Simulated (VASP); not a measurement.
# SrLaMnO3 (Cm) in VASP: reference runs

How does SrLaMnO3 come out in PBE? The cell is run as given and disturbed.

All numbers are computed with VASP 6.6.1; they aren't measurements. Logs are shortened: lines on timing, memory, paths and dates and some standing lists are left out, and cuts for length are marked.

## 1. The structure

The structure is monoclinic, space group Cm (No. 8). Conventional cell: a = 13.792 Å, b = 3.960 Å, c = 3.585 Å, α = 90.00°, β = 104.86°, γ = 90.00°. La (site symmetry m) has 5 O at 2.36 to 2.64 Å as nearest neighbours. Sr (site symmetry m) is surrounded by 7 O at 2.46 to 2.74 Å. Around Mn (site symmetry m) lie 3 O at 1.99 to 2.28 Å. O (site symmetry m) has 2 Mn at 1.99 Å as nearest neighbours. Around O (site symmetry m) lie 1 Mn at 2.28 Å and 1 La at 2.36 Å. O (site symmetry m) has 1 Mn at 2.32 Å and 1 Sr at 2.46 Å and 2 La at 2.64 Å as nearest neighbours.

The cell comes from a database or a generator and needn't be the stable form of this composition.

## 2. Single point, PBE, collinear spin, ferromagnetic start

Contents of INCAR:

```
SYSTEM = SrLaMnO3
  ALGO = Normal
  EDIFF = 1E-7
  ENCUT = 520
  GGA = PE
  ISIF = 2
  ISMEAR = -1
  ISPIN = 2
  LASPH = .TRUE.
  LCHARG = .FALSE.
  LMAXMIX = 6
  LORBIT = 11
  LREAL = .FALSE.
  LWAVE = .FALSE.
  MAGMOM = 0 0 4 0 0 0
  NBANDS = 39
  NELM = 150
  PREC = Accurate
  SIGMA = 0.05
```

Contents of KPOINTS:

```
k-points
0
G
  7 7 8
  0 0 0
```

Contents of POSCAR:

```
SrLaMnO3
1.0
    6.8962336513     -1.9801125000      0.0000000000
    6.8962336513      1.9801125000      0.0000000000
   -0.9192748855      0.0000000000      3.4655354235
La Sr Mn O
1 1 1 3
Direct
    0.6477200000      0.6477200000      0.6263080000
    0.3542590000      0.3542590000      0.3382430000
    0.9958270000      0.9958270000      0.9785650000
    0.5080155000      0.5080155000      0.9835080000
    0.8247205000      0.8247205000      0.8188640000
    0.1694615000      0.1694615000      0.1695110000
```

Potentials or basis: VASP PAW PBE potentials, release 64 (La, Sr_sv, Mn_pv, O).

The run is started by

```
$ cat potpaw_PBE.64/La/POTCAR potpaw_PBE.64/Sr_sv/POTCAR potpaw_PBE.64/Mn_pv/POTCAR potpaw_PBE.64/O/POTCAR > POTCAR
$ mpirun -np 1 vasp_std > vasp.out
```

OUTCAR:

```text
SYSTEM = SrLaMnO3
   EDIFF = 1E-7
   ENCUT = 520
   GGA = PE
   ISIF = 2
   ISMEAR = -1
   ISPIN = 2
   LASPH = .TRUE.
   LORBIT = 11
   LREAL = .FALSE.
   NELM = 150
   PREC = Accurate

 ion  position               nearest neighbor table
   1  0.648  0.648  0.626-   5 2.36   4 2.57   4 2.60   6 2.64   6 2.64   6 2.74   6 2.74   3 3.35
                             3 3.35   3 3.36   3 3.36   2 3.82   2 3.82   2 3.85   2 3.85   2 3.91
   2  0.354  0.354  0.338-   6 2.46   5 2.68   5 2.68   4 2.71   5 2.72   5 2.72   4 2.74   3 3.27
                             3 3.27   3 3.27   3 3.27   1 3.82   1 3.82   1 3.85   1 3.85   1 3.91
   3  0.996  0.996  0.979-   4 1.99   4 1.99   5 2.28   6 2.32   2 3.27   2 3.27   2 3.27   2 3.27
                             1 3.35   1 3.35   1 3.36   1 3.36
   4  0.508  0.508  0.984-   3 1.99   3 1.99   1 2.57   1 2.60   2 2.71   2 2.74
   5  0.825  0.825  0.819-   3 2.28   1 2.36   2 2.68   2 2.68   2 2.72   2 2.72
   6  0.169  0.169  0.170-   3 2.32   2 2.46   1 2.64   1 2.64   1 2.74   1 2.74

  LATTYP: Found a base centered monoclinic cell.
 ALAT       =    13.7924673026
 B/A-ratio  =     0.2871295551
 C/A-ratio  =     0.2599525684
 COS(beta)  =    -0.2563948630

  Lattice vectors:

 A1 = (   6.8962336513,  -1.9801125000,   0.0000000000)
 A2 = (   6.8962336513,   1.9801125000,   0.0000000000)
 A3 = (  -0.9192748855,   0.0000000000,   3.4655354235)

Analysis of symmetry for initial positions (statically):
=====================================================================
 Subroutine PRICEL returns:
 Original cell was already a primitive cell.

 Routine SETGRP: Setting up the symmetry group for a
 base centered monoclinic supercell.

 Subroutine GETGRP returns: Found  2 space group operations
 (whereof  2 operations were pure point group operations)
 out of a pool of  4 trial point group operations.

The static configuration has the point symmetry C_1h.

Analysis of symmetry for dynamics (positions and initial velocities):
=====================================================================
 Subroutine PRICEL returns:
 Original cell was already a primitive cell.

 Routine SETGRP: Setting up the symmetry group for a
 base centered monoclinic supercell.

 Subroutine GETGRP returns: Found  2 space group operations
 (whereof  2 operations were pure point group operations)
 out of a pool of  4 trial point group operations.

The dynamic configuration has the point symmetry C_1h.

[... 159 lines left out ...]

 Free energy of the ion-electron system (eV)
  ---------------------------------------------------
  ext. energy  EPLUGINS =         0.00000000
  ---------------------------------------------------
  free energy    TOTEN  =       -44.94616693 eV

  energy without entropy =      -44.94161411  energy(sigma->0) =      -44.94389052

 E-fermi :   7.0572     XC(G=0): -10.6160

 val. band max:        7.0482724276   @ k =   0.1429   0.1429   0.5000
 cond. band min:       7.1033340804   @ k =  -0.1429  -0.1429   0.3750
 fundamental gap:      0.0550616528
 Fermi energy:         7.0572154372

 spin component 1

 k-point     1 :       0.0000    0.0000    0.0000
  band No.  band energies     occupation
      1     -43.3456      1.00000
      2     -43.3015      1.00000
      3     -43.2093      1.00000
      4     -28.2427      1.00000
      5     -25.9352      1.00000
      6     -13.0597      1.00000
[... 973 lines left out ...]
     37       9.4260      0.00000
     38       9.6580      0.00000

 [... further k-points ...]

 spin component 2

 k-point     1 :       0.0000    0.0000    0.0000
  band No.  band energies     occupation
      1     -39.2748      1.00000
      2     -39.1594      1.00000
      3     -38.9281      1.00000
      4     -28.2448      1.00000
      5     -25.9477      1.00000
      6     -12.9413      1.00000
[... 973 lines left out ...]
     37       9.6021      0.00000
     38       9.7298      0.00000

 [... further k-points ...]

 [bands above 38 left out]

------------------------ aborting loop because EDIFF is reached ----------------------------------------

  FORCE on cell =-STRESS in cart. coord.  units (eV):
  Direction    XX          YY          ZZ          XY          YZ          ZX
  --------------------------------------------------------------------------------------
  -------------------------------------------------------------------------------------
  Total       -0.7260857     -2.8356010     -0.7796065      0.0000000      0.0000000     -0.0537102
  in kB      -12.2912571    -48.0013583    -13.1972630      0.0000000      0.0000000     -0.9092118
  external PRESSURE =     -24.4966261 kB  Pullay stress =       0.0000000 kB

 VOLUME and BASIS-vectors are now :
 -----------------------------------------------------------------------------
  energy-cutoff  :      520.00
  volume of cell :       94.65
      direct lattice vectors                 reciprocal lattice vectors
     6.896233651 -1.980112500  0.000000000     0.072503344 -0.252510905  0.019232383
     6.896233651  1.980112500  0.000000000     0.072503344  0.252510905  0.019232383
    -0.919274886  0.000000000  3.465535423     0.000000000  0.000000000  0.288555700

 POSITION                                       TOTAL-FORCE (eV/Angst)
 -----------------------------------------------------------------------------------
      8.35791      0.00000      2.17049        -0.111815      0.000000     -0.010978
      4.57517      0.00000      1.17219         0.108930      0.000000      0.043208
     12.83534      0.00000      3.39125         0.070318      0.000000     -0.011541
      6.10267      0.00000      3.40838        -0.082420      0.000000      0.021969
     10.62217      0.00000      2.83780         0.113787      0.000000     -0.007458
      2.18146      0.00000      0.58745        -0.098800      0.000000     -0.035199
 -----------------------------------------------------------------------------------
    total drift:                               -0.000915     -0.000000      0.000458

  FREE ENERGIE OF THE ION-ELECTRON SYSTEM (eV)
  ---------------------------------------------------
  free  energy   TOTEN  =       -44.9461669338 eV

  energy  without entropy=      -44.9416141112  energy(sigma->0) =      -44.94389052

 total charge

# of ion       s       p       d       f       tot
--------------------------------------------------
    1        2.011   5.684   0.623   0.216   8.534
    2        2.008   5.798   0.244   0.000   8.050
    3        0.268   6.211   4.997   0.000  11.476
    4        1.556   3.454   0.000   0.000   5.010
    5        1.559   3.401   0.000   0.000   4.959
    6        1.558   3.394   0.000   0.000   4.952
--------------------------------------------------
tot          8.960  27.941   5.865   0.216  42.982

 magnetization (x)

# of ion       s       p       d       f       tot
--------------------------------------------------
    1       -0.001  -0.001  -0.022   0.001  -0.024
    2       -0.000  -0.000  -0.002   0.000  -0.003
    3        0.029   0.009   3.836   0.000   3.875
    4        0.003   0.050   0.000   0.000   0.054
    5        0.005   0.040   0.000   0.000   0.045
    6        0.005   0.045   0.000   0.000   0.049
--------------------------------------------------
tot          0.040   0.143   3.812   0.001   3.996
```

OSZICAR:

```text
N       E                     dE             d eps       ncg     rms          rms(c)
DAV:   1     0.553955937065E+03    0.55396E+03   -0.23997E+04 21833   0.187E+03
DAV:   2     0.456910537275E+02   -0.50826E+03   -0.44886E+03 19657   0.415E+02
[... 12 lines left out ...]
DAV:  15    -0.449461634732E+02   -0.11211E-03   -0.35087E-04 24461   0.105E-01    0.768E-02
DAV:  16    -0.449461635318E+02   -0.58562E-07   -0.13063E-04 31268   0.724E-02    0.413E-02
DAV:  17    -0.449461654776E+02   -0.19457E-05   -0.25361E-05 25480   0.282E-02    0.261E-02
DAV:  18    -0.449461667859E+02   -0.13084E-05   -0.70048E-06 28509   0.164E-02    0.112E-02
DAV:  19    -0.449461669593E+02   -0.17339E-06   -0.24943E-06 24529   0.933E-03    0.478E-03
DAV:  20    -0.449461669338E+02    0.25492E-07   -0.92176E-07 26110   0.547E-03
   1 F= -.44946167E+02 E0= -.44943891E+02  d E =-.455282E-02  mag=     4.0678
```

stdout:

```text
POSCAR found type information on POSCAR LaSrMnO
 POSCAR found :  4 types and       6 ions
 scaLAPACK will be used
 LDA part: xc-table for (Slater+PW92), standard interpolation
 POSCAR, INCAR and KPOINTS ok, starting setup
 FFT: planning ... GRIDC
 FFT: planning ... GRID_SOFT
 FFT: planning ... GRID
 WAVECAR not read
 entering main loop
```

It took 21 min on 1 thread of Intel Xeon Platinum 8488C (Sapphire Rapids), shared host; peak memory 0.83 GiB.

Results:

```
Free energy                                           : -44.9462 eV
Pressure                                              : -2.4 GPa
Largest force                                         : 0.117 eV/Å
Band gap on the k mesh                                : none (metal or under the smearing width)
Net moment                                            : 4.07 μB per cell
Site moments                                          : La -0.02; Sr -0.00; Mn +3.88; O +0.05, +0.04 μB
Valence electrons inside the program's atomic spheres : La 8.53; Sr 8.05; Mn 11.48; O 5.01, 4.96, 4.95
```

Forces in eV/Å, atoms in the order of the input:
```
La  -0.112  0.000 -0.011
Sr   0.109  0.000  0.043
Mn   0.070  0.000 -0.012
O   -0.082  0.000  0.022
O    0.114  0.000 -0.007
O   -0.099  0.000 -0.035
```

Caveat: a cell with one magnetic atom can't hold antiferromagnetic order, which such compounds often take; semilocal functionals often make such compounds metallic where correlation or magnetic order opens a gap, which also shifts bond lengths.

## 3. Single point, PBE, collinear spin, ferromagnetic start (atoms moved at random, drawn with an rms of 0.05 Å)

Contents of INCAR:

```
PREC     = Accurate       # precision mode
ENCUT    = 520            # plane-wave cutoff, eV
EDIFF    = 1E-7           # SCF threshold, eV
ISMEAR   = -1             # smearing method
SIGMA    = 0.05           # smearing width, eV
LREAL    = False          # projectors in reciprocal space
LASPH    = True           # aspherical terms in the spheres
NELM     = 100            # most SCF steps
ALGO     = Normal         # electronic algorithm
ISIF     = 2              # what is computed and relaxed
LWAVE    = False          # write WAVECAR
LCHARG   = False          # write CHGCAR
ISPIN    = 2              # spin polarisation
MAGMOM   = 0 0 4 0 0 0    # initial moments
LORBIT   = 11             # projections on sites
LMAXMIX  = 6              # l up to which the mixer works
GGA      = PE             # functional
NBANDS   = 39             # bands
```

Contents of KPOINTS:

```
regular mesh
0
Gamma
  7 7 8
```

Contents of POSCAR:

```
SrLaMnO3
1.0
    6.8962336513     -1.9801125000      0.0000000000
    6.8962336513      1.9801125000      0.0000000000
   -0.9192748855      0.0000000000      3.4655354235
La Sr Mn O
1 1 1 3
Direct
    0.6379440000      0.6599380000      0.6319190000
    0.3447410000      0.3637300000      0.3415210000
    1.0006690000      0.9945230000      0.9833040000
    0.5075190000      0.5058900000      0.9848900000
    0.8371160000      0.8249220000      0.8132980000
    0.1747920000      0.1639080000      0.1646290000
```

Potentials or basis: VASP PAW PBE potentials, release 64 (La, Sr_sv, Mn_pv, O).

The run is started by

```
$ cat potpaw_PBE.64/La/POTCAR potpaw_PBE.64/Sr_sv/POTCAR potpaw_PBE.64/Mn_pv/POTCAR potpaw_PBE.64/O/POTCAR > POTCAR
$ mpirun -np 1 vasp_std > vasp.out
```

Wall time 40 min (1 thread of AMD EPYC 9R14 (Zen 4), shared host); peak memory 1.2 GiB.

Results (log left out):

- Free energy: -44.9228 eV
- Pressure: -2.8 GPa
- Largest force: 0.401 eV/Å
- Band gap on the k mesh: none (metal or under the smearing width)
- Net moment: 4.05 μB per cell
- Site moments: La -0.02; Sr -0.00; Mn +3.85; O +0.06, +0.04 μB
- Valence electrons inside the program's atomic spheres: La 8.52; Sr 8.05; Mn 11.48; O 5.01, 4.96, 4.95

Forces in eV/Å, atoms in the order of the input:
```
La  -0.166 -0.134 -0.055
Sr   0.368 -0.147  0.059
Mn  -0.029  0.265 -0.081
O    0.193 -0.100  0.133
O   -0.364  0.113 -0.030
O   -0.001  0.003 -0.025
```

Stress tensor (GPa, compression positive):
```
-1.99 -0.02 -0.21
-0.02 -4.56 -0.02
-0.21 -0.02 -1.85
```

Levels at points of the mesh, in eV from the Fermi level:
Spin up:
| k point | band 26 | band 27 | band 28 | band 29 | band 30 | band 31 |
| --- | --- | --- | --- | --- | --- | --- |
| (0.00, 0.00, 0.00) | -2.60 | -2.43 | -1.24 | -0.04 | 0.51 | 1.65 |
| (0.00, 0.00, 0.50) | -2.43 | -1.92 | -1.11 | 1.08 | 1.52 | 1.85 |
Spin down:
| k point | band 21 | band 22 | band 23 | band 24 | band 25 | band 26 | band 27 | band 28 |
| --- | --- | --- | --- | --- | --- | --- | --- | --- |
| (0.00, 0.00, 0.00) | -3.56 | -3.40 | -3.27 | -2.05 | 0.04 | 0.56 | 0.79 | 1.03 |
| (0.00, 0.00, 0.50) | -4.39 | -4.12 | -3.44 | -0.01 | 0.51 | 0.90 | 1.09 | 1.15 |

Caveat: a cell with one magnetic atom can't hold antiferromagnetic order, which such compounds often take; semilocal functionals often make such compounds metallic where correlation or magnetic order opens a gap, which also shifts bond lengths. The run has no spin-orbit coupling, so splittings on La are missing.
